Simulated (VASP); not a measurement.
Here is the system:

```
CELL_PARAMETERS angstrom
      0.00061     5.60574     5.59493
      5.60574     0.00061     5.59493
      2.80317     2.80317     0.00000
ATOMIC_POSITIONS crystal
  Ga 0.00478 0.00478 0.99044
  Ga 0.00285 0.49262 0.00453
  Ga 0.49262 0.00285 0.00453
  Ga 0.49980 0.49980 0.00041
  P  0.12496 0.12496 0.25009
  As 0.12465 0.62520 0.25014
  As 0.62520 0.12465 0.25014
  As 0.62514 0.62514 0.24972
```

Calculation: PBEsol GGA, VASP's PBE PAW potentials (set 64) (plane waves; VASP). Run with 400 eV cut-off, Gaussian smearing of 0.050 eV, potentials Ga_d P As.

Q: Predict the band gap (along the path) with the smallest direct gap where there is one.

A: 
| Item | Result |
|---|---|
| band gap (along the path) | 0.71 eV |
| smallest direct gap (along the path) | 0.71 eV |

Total energies compare only between runs with the same potentials, cut-off and functional.

The structure was generated: Ga4As3P was put into an ordered model structure (Amm2), which need not be its known phase. It was relaxed first.
